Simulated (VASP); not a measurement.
## CuI (zinc blende): computed properties

Computed with LDA (Ceperley-Alder, Perdew-Zunger), VASP's LDA PAW potentials (set 64) (plane waves; VASP).

```yaml
space_group: F-43m (216)
cell: a = 5.8612 Å, b = 5.8612 Å, c = 5.8612 Å, α = 90.00°, β = 90.00°, γ = 90.00°
volume_per_atom: 25.17 Å³/atom
band gap (over mesh and band path): 1.28 eV
smallest direct gap (over mesh and band path): 1.28 eV
band_edge_character_without_spin_orbit_coupling: direct, Γ to Γ
band_gap_with_spin_orbit_coupling: 1.09 eV
density: 6.28 g/cm³
optical Γ-point spectrum: 156 (×3) cm⁻¹
```

```
CELL_PARAMETERS angstrom
      0.00000     2.93058     2.93058
      2.93058     0.00000     2.93058
      2.93058     2.93058     0.00000
ATOMIC_POSITIONS crystal
  Cu 0.00000 0.00000 0.00000
  I  0.25000 0.25000 0.25000
```

Measured: gap 3.12 eV (computed value off by -1.84 eV), as given by Abedi et al., (2022), arXiv:2211.14644.  Unless said otherwise, spin-orbit coupling is left out, though it shifts the bands of the heavy elements here.

The compound is CuI in the zinc blende structure. It was relaxed first, which changed the volume by -9 %. Symmetry was kept, so distortions that lower it aren't found.
